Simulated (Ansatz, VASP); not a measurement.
## Cross-check of PtWAu (PtWAu in the AlB2 type) between VASP and Ansatz

Wanted: the spread between two codes on one cell, functional and k mesh. The cell is generated by rule, not measured, and may not be a known phase. The cell is taken from a series of runs on this material, whose earlier steps may have relaxed, scaled, displaced or heated it; both programs get it as it stands.

Method: plane waves, with VASP 6.6.1 beside it; relaxation of cell and atoms at PBE and zone-centre phonons at PBE, in Ansatz 0.2.0.

The structure was built from a prototype and need not be the compound's stable phase.

**1. Set-up**

The structure is hexagonal, space group P-6m2 (No. 187). The conventional cell has a = 4.546 Å, b = 4.546 Å, c = 2.719 Å, α = 90.00°, β = 90.00°, γ = 120.00°. W has 2 W at 2.72 Å and 6 Au at 2.96 Å and 6 Pt at 2.96 Å nearest. Nearest to Au lie 3 Pt at 2.62 Å and 2 Au at 2.72 Å and 6 W at 2.96 Å. Nearest to Pt lie 3 Au at 2.62 Å and 2 Pt at 2.72 Å and 6 W at 2.96 Å. Farther neighbours are not listed.

As a file:

```xyz
3
Lattice="4.5461 0.0000 0.0000 -2.2731 3.9371 0.0000 0.0000 0.0000 2.7195" Properties=species:S:1:pos:R:3 pbc="T T T"
W     0.0000    0.0000    0.0000
Au    0.0000    2.6247    1.3597
Pt    2.2731    1.3124    1.3597
```

**2. VASP: relaxation of cell and atoms, PBE, pair 1**

The relaxed volume is the usual yardstick between codes: in a stiff, nearly cubic crystal its relative difference is about their pressure difference at one cell divided by the bulk modulus.

Lines of VASP's logs that name or quote its potential files are left out, and so is its time.

Contents of INCAR:

```
SYSTEM = PtWAu
PREC = Accurate
ENCUT = 600
EDIFF = 1E-07
NELM = 120
ISMEAR = 1
SIGMA = 0.2
LREAL = .FALSE.
ALGO = Normal
GGA = PE
NBANDS = 19
LASPH = .TRUE.
LORBIT = 11
LWAVE = .FALSE.
LCHARG = .FALSE.
ISIF = 3
IBRION = 2
NSW = 80
EDIFFG = -0.005
GGA_COMPAT = .FALSE.
NELMIN = 4
KPAR = 2
```

Contents of POSCAR:

```
PtWAu
1.0
    4.5461430000      0.0000000000      0.0000000000
   -2.2730720000      3.9370760000      0.0000000000
    0.0000000000      0.0000000000      2.7194780000
W Au Pt
1 1 1
Direct
    0.0000000000      0.0000000000      0.0000000000
    0.3333333643      0.6666665820      0.5000000000
    0.6666668556      0.3333334180      0.5000000000
```

Contents of KPOINTS:

```
Automatic mesh
0
Gamma
9 9 12
0 0 0
```

Potentials, in the order of the species: W, Au and Pt (PBE family, release 64).

Run with:

```bash
$ mpirun -np 2 vasp_std
```

Numbers of over 12 decimals in the logs are rounded to 6 here.

Log:

```text
[banner, memory and clock lines left out]
running    2 mpi-ranks, on    1 nodes
 distrk:  each k-point on    1 cores,    2 groups
 distr:  one band on    1 cores,    1 groups

 POSCAR found type information on POSCAR W AuPt
 POSCAR found :  3 types and       3 ions
 LDA part: xc-table for (Slater+PW92), standard interpolation
 POSCAR, INCAR and KPOINTS ok, starting setup
 FFT: planning ... GRIDC
 FFT: planning ... GRID_SOFT
 FFT: planning ... GRID
 WAVECAR not read
 entering main loop
       N       E                     dE             d eps       ncg     rms          rms(c)
DAV:   1     0.161127883955E+03    0.16113E+03   -0.14377E+04  3192   0.147E+03
DAV:   2    -0.171741842024E+02   -0.17830E+03   -0.17087E+03  3505   0.327E+02
DAV:   3    -0.237610739056E+02   -0.65869E+01   -0.63543E+01  3855   0.586E+01
DAV:   4    -0.238604505251E+02   -0.99377E-01   -0.99062E-01  3565   0.691E+00
DAV:   5    -0.238615026427E+02   -0.10521E-02   -0.10520E-02  3651   0.818E-01    0.222E+01
DAV:   6    -0.222674954783E+02    0.15940E+01   -0.44579E+00  3360   0.209E+01    0.128E+01
DAV:   7    -0.219813094289E+02    0.28619E+00   -0.14248E+00  3780   0.120E+01    0.356E+00
DAV:   8    -0.219076525966E+02    0.73657E-01   -0.30696E-01  3328   0.633E+00    0.213E+00
DAV:   9    -0.219060036640E+02    0.16489E-02   -0.49859E-02  3706   0.188E+00    0.685E-01
DAV:  10    -0.219024896343E+02    0.35140E-02   -0.17998E-02  3822   0.116E+00    0.209E-01
DAV:  11    -0.219022342452E+02    0.25539E-03   -0.12468E-03  3477   0.345E-01    0.118E-01
DAV:  12    -0.219022416445E+02   -0.73993E-05   -0.10562E-04  3691   0.938E-02    0.169E-02
DAV:  13    -0.219022381124E+02    0.35321E-05   -0.20867E-05  3608   0.374E-02    0.728E-03
DAV:  14    -0.219022378186E+02    0.29384E-06   -0.98098E-07  3484   0.868E-03    0.125E-03
DAV:  15    -0.219022377738E+02    0.44791E-07   -0.19636E-08  1821   0.115E-03
   1 F= -.21902238E+02 E0= -.21903107E+02  d E =-.219022E+02
[...]
2 F= -.21895291E+02 E0= -.21896222E+02  d E =0.694669E-02
[...]
3 F= -.21903406E+02 E0= -.21904294E+02  d E =-.116809E-02
[...]
4 F= -.21903405E+02 E0= -.21904293E+02  d E =-.116750E-02
[...]
5 F= -.21903406E+02 E0= -.21904301E+02  d E =-.807768E-06
 trial-energy change:   -0.000001  1 .order   -0.000001   -0.000024    0.000022
 step:   0.4377(harm=  0.4513)  dis= 0.00000  next Energy=   -21.903411 (dE=-0.612E-05)
 bond charge predicted
       N       E                     dE             d eps       ncg     rms          rms(c)
DAV:   1    -0.219034260041E+02   -0.19930E-04   -0.76548E-04  3258   0.196E-01    0.200E-02
DAV:   2    -0.219034153644E+02    0.10640E-04   -0.17660E-05  3526   0.329E-02    0.112E-02
DAV:   3    -0.219034127217E+02    0.26428E-05   -0.10273E-05  3975   0.246E-02    0.726E-03
DAV:   4    -0.219034113748E+02    0.13469E-05   -0.50978E-06  3633   0.168E-02    0.188E-03
DAV:   5    -0.219034113780E+02   -0.31787E-08   -0.20157E-07  2197   0.422E-03
   6 F= -.21903411E+02 E0= -.21904303E+02  d E =-.610219E-05
 curvature:  -0.22 expect dE=-0.238E-06 dE for cont linesearch -0.473E-08
 trial: gam=-0.02806 g(F)=  0.152E-41 g(S)=  0.107E-05 ort = 0.770E-06 (trialstep = 0.771E+00)
 search vector abs. value=  0.105E-05
 reached required accuracy - stopping structural energy minimisation
```

Parts of OUTCAR (step 2):

```text
ion  position               nearest neighbor table
   1  0.000  0.000  0.000-   2 2.96   2 2.96   3 2.96   3 2.96   2 2.96   2 2.96   3 2.96   3 2.96
                             3 2.96   3 2.96   2 2.96   2 2.96
   2  0.333  0.667  0.500-   3 2.62   3 2.62   3 2.62   1 2.96   1 2.96   1 2.96   1 2.96   1 2.96
                             1 2.96
   3  0.667  0.333  0.500-   2 2.62   2 2.62   2 2.62   1 2.96   1 2.96   1 2.96   1 2.96   1 2.96
                             1 2.96

  LATTYP: Found a hexagonal cell.
 ALAT       =     4.5461430000
 C/A-ratio  =     0.5981945575

 Subroutine GETGRP returns: Found 12 space group operations
 (whereof 12 operations were pure point group operations)

The static configuration has the point symmetry D_3h.

 Found     84 irreducible k-points:

   k-points           NKPTS =     84   k-points in BZ     NKDIM =     84   number of bands    NBANDS=     19

   dimension x,y,z NGX =    36 NGY =   36 NGZ =   24
   dimension x,y,z NGXF=    72 NGYF=   72 NGZF=   48

   ENCUT  =  600.0 eV  44.10 Ry    6.64 a.u.   9.08  9.08  5.43*2*pi/ulx,y,z

   NELECT =      27.0000    total number of electrons

 k-points in reciprocal lattice and weights: Automatic mesh
   0.00000000  0.00000000  0.00000000       0.001
   0.11111111 -0.00000000  0.00000000       0.006
   0.22222222  0.00000000  0.00000000       0.006
   0.33333333 -0.00000000  0.00000000       0.006
   0.44444444  0.00000000  0.00000000       0.006
   0.11111111  0.11111111  0.00000000       0.006
   0.22222222  0.11111111  0.00000000       0.012
   0.33333333  0.11111111  0.00000000       0.012
   0.44444444  0.11111111  0.00000000       0.006
[...]
0.33333333  0.22222222  0.50000000       0.012
   0.33333333  0.33333333  0.50000000       0.002

 average (electrostatic) potential at core
       1 -36.8001       2 -64.7850       3 -64.6930

 E-fermi :   9.7505

 k-point     1 :       0.0000    0.0000    0.0000
  band No.  band energies     occupation
    ...
     10       6.7120      2.00000
     11       7.4183      2.00000
     12       7.4183      2.00000
     13       7.9139      2.00000
     14       7.9139      2.00000
     15      12.1999     -0.00000
     16      12.1999     -0.00000
     17      13.9486      0.00000
     18      16.2058      0.00000
     19      16.3571      0.00000

 k-point     2 :       0.1111   -0.0000    0.0000
  band No.  band energies     occupation
    ...
     10       6.8263      2.00000
     11       7.4193      2.00000
     12       7.4421      2.00000
     13       7.9496      2.00000
     14       7.9499      2.00000
     15      12.0974     -0.00000
     16      12.2059     -0.00000
     17      14.1268      0.00000
     18      14.7850      0.00000
     19      15.2634      0.00000

 k-point     3 :       0.2222    0.0000    0.0000
  band No.  band energies     occupation
    ...
     10       6.9902      2.00000
     11       7.5201      2.00000
     12       7.5540      2.00000
     13       7.9968      2.00000
     14       8.0373      2.00000
     15      11.8996     -0.00000
     16      12.2213     -0.00000
     17      12.7972     -0.00000
     18      13.6801     -0.00000
     19      15.0089      0.00000

  Total       -0.0036690     -0.0036690     -0.0062909      0.0000000     -0.0000000      0.0000000
  in kB       -0.1214077     -0.1214077     -0.2081672      0.0000000     -0.0000000      0.0000000
  external PRESSURE =      -0.1503275 kB  Pullay stress =       0.0000000 kB

  energy-cutoff  :      600.00
  volume of cell :       48.42
      direct lattice vectors                 reciprocal lattice vectors
     4.539768034  0.000000001  0.000000000     0.220275572  0.127176167  0.000000000
    -2.269884515  3.931555114 -0.000000000    -0.000000000  0.254352278  0.000000000
     0.000000000  0.000000000  2.712765110    -0.000000000  0.000000000  0.368627566

 POSITION                                       TOTAL-FORCE (eV/Angst)
 -----------------------------------------------------------------------------------
      0.00000      0.00000      0.00000        -0.000000      0.000000      0.000000
      0.00000      2.62104      1.35638        -0.000000      0.000000      0.000000
      2.26988      1.31052      1.35638         0.000000     -0.000000     -0.000000
 -----------------------------------------------------------------------------------
    total drift:                               -0.000273      0.000031     -0.000000

  FREE ENERGIE OF THE ION-ELECTRON SYSTEM (eV)
  ---------------------------------------------------
  free  energy   TOTEN  =       -21.9034113780 eV

  energy  without entropy=      -21.9060865498  energy(sigma->0) =      -21.90430310

 reached required accuracy - stopping structural energy minimisation

 total charge
# of ion       s       p       d       tot
------------------------------------------
    1        0.549   0.516   3.896   4.962
    2        0.654   0.578   8.636   9.868
    3        0.687   0.692   8.036   9.415
--------------------------------------------------
tot          1.890   1.786  20.569  24.245

[... 3 further parts left out ...]
```

CONTCAR:

```
PtWAu
   1.00000000000000
     4.5397680335722033    0.0000000008099265    0.0000000000000000
    -2.2698845153835445    3.9315551138893392   -0.0000000000000000
     0.0000000000000000    0.0000000000000000    2.7127651096017287
  W               Au              Pt
     1     1     1
Direct
     0.0000000000000000    0.0000000000000000    0.0000000000000000
     0.3333333643000032    0.6666665819999977    0.5000000000000000
     0.6666668555999991    0.3333334180000023    0.5000000000000000
```

This run has no spin polarisation. Its electron count is odd, so without a moment it is a metal by construction. The data set W keeps the semicore shell frozen, which is cheaper and a little less accurate. The run keeps the 12 symmetry operations of its start, so it cannot find a distortion of lower symmetry.

**3. Ansatz: relaxation of cell and atoms, PBE, pair 1**

Ansatz runs on its PAW soft_1 files.

The same cell, functional, mesh and smearing now go to Ansatz, which takes its cutoff from its data sets.

Contents of input.yaml:

```yaml
crystal:
  lattice:
    - [4.5461433914, 0.0, 0.0]
    - [-2.2730716957, 3.9370756661, 0.0]
    - [0.0, 0.0, 2.7194776156]
  atoms:
    - { symbol: W, position: [0.0, 0.0, 0.0] }
    - { symbol: Au, position: [0.3333333333, 0.6666666667, 0.5] }
    - { symbol: Pt, position: [0.6666666667, 0.3333333333, 0.5] }
kpoints:
  mp_grid: { grid: [9, 9, 12] }
hamiltonian:
  xc: pbe
  pseudopotentials: { kind: paw, azcp: { folder: soft_1 } }
scf:
  occupations: { method: methfessel_paxton, width: 0.2 }
output:
  forces: true
  stress: true
  eigenvalues: true
relax:
  adjacent_minimum: "off"
  f_tol: 0.001
  max_steps: 60
  cell: { stress_tol: 0.01 }
```

Run with:

```bash
$ ansatz run input.yaml --threads 4 --pin off --max-ram 12288MiB --backend cpu --events-out ev --progress --plain --runs-dir out
```

Log:

```text
Engine: ansatz 0.2.0, aarch64-unknown-linux-gnu
Pseudopotentials: kind: paw
Pseudopotential: W, paw, valence charge 14, recommended cutoff 420 eV (normal), soft_1/W.paw.azcp
Pseudopotential: Au, paw, valence charge 19, recommended cutoff 420 eV (normal), soft_1/Au.paw.azcp
Pseudopotential: Pt, paw, valence charge 18, recommended cutoff 420 eV (normal), soft_1/Pt.paw.azcp
Functional definition: PBE
  parameter kappa = 0.804
  parameter beta = 0.066725
  exchange = pbe_x(kappa = kappa, mu = beta*pi^2/3)
  correlation = pbe_c(beta = beta)
Crystal: 3 atoms, lattice volume = 48.675 Å³
Basis set: ecut = 420 eV, 951 PW (Γ), exchange–correlation on 64×64×40 points (8 copies of the dense FFT grid, shifted against one another)
Bands: 31, of which v1, the nominal top of the filled ones, is band 26 counted from 1 (25 counted from 0)
Symmetry: 12 space group operations
Space group: P-6m2 (ITA 187), of the structure as read, at distance tolerance 3.7e-5 Å
k-points: 84 of 972 (time reversal used)
Non-local potential: W, projectors of the file, l = 0: 3, l = 1: 2, l = 2: 2, l = 3: 1
Non-local potential: Au, projectors of the file, l = 0: 3, l = 1: 2, l = 2: 2, l = 3: 1
Non-local potential: Pt, projectors of the file, l = 0: 3, l = 1: 2, l = 2: 2, l = 3: 1
PAW form: soft (Blöchl's): semilocal exchange-correlation on the pseudo side does not see the compensation charge
PAW one-centre angular grid: W, 590 points (default); XC on 64 Gauss nodes
PAW one-centre angular grid: Au, 590 points (default); XC on 64 Gauss nodes
PAW one-centre angular grid: Pt, 590 points (default); XC on 64 Gauss nodes
Initial density: superposition of atomic densities (chi_scale 0.1, normalization cell, long waves kept (reshape's long-wave potential 0.00 eV rms))
Initial wavefunctions: pseudopotential atomic-orbital guess
Functional: x = pbe(κ = 0.804, μ = 0.219515), c = pbe(β = 0.066725)
SCF iter   1: F=—  HF=-36064.747814 eV  |F-HF|=—  |Δ(HF+E_count)|=         —  Δρ=1.51e-1  dr2=2.00e1  ethr=3.10e-3  ⟨swp⟩=4.1  Hψ=8370  notcnv=0
preconditioner: auto → none  [metal: Δε(μ)=0.015 eV  Ē_g=6.875 eV  σ=0.200 eV  W_gap=0.06  n_scr=8 (ndim 8)  ℏωp=27.7 eV  f_vac=0.000  D(μ)=0.59/eV (n_scr^D=0)  sad-step TF]
SCF iter   2: F=—  HF=-36063.267151 eV  |F-HF|=—  |Δ(HF+E_count)|=    1.48e0  S|Δr|=    0.00e0  Δρ=1.06e-1  dr2=1.14e1  ethr=3.10e-3  ⟨swp⟩=2.5  Hψ=4895  notcnv=0  defer=19
SCF iter   3: F=—  HF=-36061.565561 eV  |F-HF|=—  |Δ(HF+E_count)|=    1.70e0  S|Δr|=    0.00e0  Δρ=2.62e-2  dr2=6.48e-1  ethr=3.10e-3  ⟨swp⟩=2.9  Hψ=4377  notcnv=0  defer=19
SCF iter   4: F=—  HF=-36061.451034 eV  |F-HF|=—  |Δ(HF+E_count)|=   1.15e-1  S|Δr|=    0.00e0  Δρ=5.06e-3  dr2=2.18e-2  ethr=1.27e-3  ⟨swp⟩=1.9  Hψ=3413  notcnv=0  defer=31
SCF iter   5: F=—  HF=-36061.446948 eV  |F-HF|=—  |Δ(HF+E_count)|=   4.09e-3  S|Δr|=    0.00e0  Δρ=1.08e-3  dr2=5.10e-4  ethr=4.27e-5  ⟨swp⟩=2.0  Hψ=3489  notcnv=0  defer=31
SCF iter   6: F=—  HF=-36061.446834 eV  |F-HF|=—  |Δ(HF+E_count)|=   1.15e-4  S|Δr|=    0.00e0  Δρ=2.19e-4  dr2=1.32e-5  ethr=1.00e-6  ⟨swp⟩=2.2  Hψ=4030  notcnv=0  defer=31
SCF iter   7: F=—  HF=-36061.446835 eV  |F-HF|=—  |Δ(HF+E_count)|=   1.59e-6  S|Δr|=    0.00e0  Δρ=3.72e-5  dr2=3.41e-7  ethr=2.59e-8  ⟨swp⟩=2.1  Hψ=3929  notcnv=0  defer=32
SCF iter   8: F=-36061.446836 eV  HF=-36061.446836 eV  |F-HF|=3.76e-9  |Δ(HF+E_count)|=   9.94e-8  S|Δr|=    0.00e0  Δρ=5.52e-6  dr2=1.09e-8  ethr=1.96e-10  ⟨swp⟩=7.1  Hψ=10184  notcnv=0
SCF 1 converged in 8 iterations: F = -36061.446836 eV  dr2 = 1.09e-8
  greatest PAW one-centre occupation: 1.000 electrons in one spin orbital (limit 2), on the Au atom at site 1 (counted from 0), in its partial waves of l = 0
relax step   1: F+E_penalty+E_count = -36061.44683557 eV  Δ(F+E_penalty+E_count) = +0.000e0 eV  max|allowed force component| = 6.785e-17 eV/Å  Δτ_max = 0.0000 Å  P = +0.080 GPa  Ω = 48.675 Å³  (8 SCF iters, dr2 threshold 1.00e-7 eV, accepted)
[...]
relax step   2: F+E_penalty+E_count = -36061.44679287 eV  Δ(F+E_penalty+E_count) = +4.270e-5 eV  max|allowed force component| = 6.476e-17 eV/Å  Δτ_max = 0.0000 Å  P = -0.187 GPa  Ω = 48.727 Å³  energy of the carried Pulay correction = -2.514e-5 eV  (4 SCF iters, dr2 threshold 1.71e-8 eV, rejected (line search))
[...]
relax step   3: F+E_penalty+E_count = -36061.44683200 eV  Δ(F+E_penalty+E_count) = +3.569e-6 eV  max|allowed force component| = 6.785e-17 eV/Å  Δτ_max = 0.0000 Å  P = +0.000 GPa  Ω = 48.690 Å³  energy of the carried Pulay correction = -7.549e-6 eV  (6 SCF iters, accepted)
[...]
relax step   4: F+E_penalty+E_count = -36061.44684395 eV  Δ(F+E_penalty+E_count) = -1.195e-5 eV  max|allowed force component| = 7.401e-17 eV/Å  Δτ_max = 0.0000 Å  P = -0.000 GPa  Ω = 48.690 Å³  stress off target by 5.76e-4 GPa  SCF on the basis re-selected at this cell (its energy is not comparable with the rows above)  (4 SCF iters)
basis re-selected at this cell: Δ(F+E_penalty+E_count) = -1.195e-5 eV, ΔP = -0.000 GPa vs the last step (what re-selecting the basis moved, of the pressure what is left beyond the Pulay correction that the steps carried, after the strain that the cell walked since its last selection, with what the two solves' SCF thresholds leave and, on support functions, any second-order correction that the steps lacked; it is no m [...]
SCF converged after 4 iterations
Stability not checked: this state was not tested for a lower state beside it, because cold or Methfessel-Paxton smearing, or corrected tetrahedra, fill the levels in a way that the test cannot read (fill_not_monotonic; see scf.lower_state_search)
Free energy (F): -36061.446844 eV
Harris-Foulkes:  -36061.446844 eV  (|F-HF|=7.28e-12)
Internal energy: -36061.449370 eV  (E = F + TS)
E sigma→0 (E₀):  -36061.447476 eV
Entropy (-TS):   0.002527 eV (0.842 meV/atom)
Fermi energy:    22.084763 eV
--- Per-component energies (eV) ---
  E_band       = -447.244179
  E_kinetic    = 1591.267240
  E_local      = -3855.169058  (includes V_loc(G=0)·N_el)
  E_nonlocal   = 273.873033
  E_hartree    = 1589.673400
  E_xc         = -715.137995
  E_vxc        = -764.176352  (∫ρ·V_xc dr)
  E_paw        = -27790.862600  (= ΣΔE_a)
  E_vpaw       = -872.388667  (= ΣTr[D̂ρ^β])
  E_aug_tail   = 0.002831  (compensation charges beyond the density's cutoff)
  E_ewald      = -7155.096221
  E_smearing   = 0.002527  (= −TS)
  E_closure    = 0.000000  (closes the sum)
  Σ components = -36061.446844   (vs F -36061.446844, Δ=0.00e0)
--- Forces (eV/Å), atoms counted from 1 ---
  atom   1  W      0.00000000     0.00000000     0.00000000
  atom   2  Au     0.00000000    -0.00000000     0.00000000
  atom   3  Pt     0.00000000     0.00000000     0.00000000
  max |Σ_I F_I| component: 1.85e-17 eV/Å
--- Stress (GPa, compression-positive) ---
        0.000117       0.000000       0.000000
        0.000000       0.000117       0.000000
        0.000000       0.000000      -0.000576
  P = ⅓ Tr σ = -0.0001 GPa (-0.001 kbar)
--- Band table (eV; the first three rows and the last of 84) ---
  k-point 0: bands = [... 22 lower, 19.7714, 19.7714, 20.2366, 20.2366, 24.5479, 24.5479, 26.2175, 28.5087, ... 1 higher]
  k-point 1: bands = [... 22 lower, 19.6891, 19.6891, 20.5236, 20.5236, 24.2823, 24.2823, 26.2684, 28.3788, ... 1 higher]
  k-point 2: bands = [... 22 lower, 19.3373, 20.2309, 21.2230, 21.2230, 23.7388, 23.7388, 26.4224, 27.9515, ... 1 higher]
  k-point 83: bands = [... 22 lower, 20.7848, 20.9605, 21.3209, 22.6849, 23.2821, 24.3156, 26.2696, 26.3191, ... 1 higher]
--- Relaxed structure (3 steps of the walk, 2 accepted, 1 SCFs on fresh bases) ---
  F+E_penalty+E_count = -36061.44684395 eV   max|allowed force component| = 7.401e-17 eV/Å   (the final SCF, on the basis selected at the relaxed cell)
  cell:  # Å, volume = 48.6903 Å³
    - [4.546664, 0.0, 0.0]
    - [-2.273332, 3.937527, 0.0]
    - [0.0, 0.0, 2.719734]
  atoms:
    - { symbol: W, position: [0, 0, 0.0] }
    - { symbol: Au, position: [0.333333, 0.666667, 0.500000] }
    - { symbol: Pt, position: [0.666667, 0.333333, 0.500000] }
```

The column dr2 measures how far the density is from self-consistency, as an energy; F and HF (Harris–Foulkes) agree once it is small.

**4. Comparison**

Known differences besides the potentials themselves: the data sets hold 51 valence electrons in Ansatz (on its PAW soft_1 files) and 27 in VASP; the cutoff is 420 eV in Ansatz and 600 eV in VASP; Ansatz adds a Pulay correction to the stress that steers its cell, VASP none. Total energies have different zeros and are not compared.

The two programs side by side:

| quantity | Ansatz | VASP | difference |
| --- | --- | --- | --- |
| volume (Å³) | 48.69 | 48.42 | +0.56 % |
| edge a after relaxation, in the typed setting (Å) | 4.547 | 4.540 | +0.15 % |
| edge c after relaxation, in the typed setting (Å) | 2.720 | 2.713 | +0.25 % |

(Continued in part 2 of 2.)

[Lines on the potential files, build, host, timing and source positions are cut from VASP's logs without a mark.]

[Logs are printed without paths, hosts, clocks, repeated set-up lines and the standing remarks that a program may print on its own settings, such as how far it seeks lower states.]

[Hosts, paths, dates, database ids (printed as entryN), source tags and the programs' standing remarks are cut or masked in the printed files.]
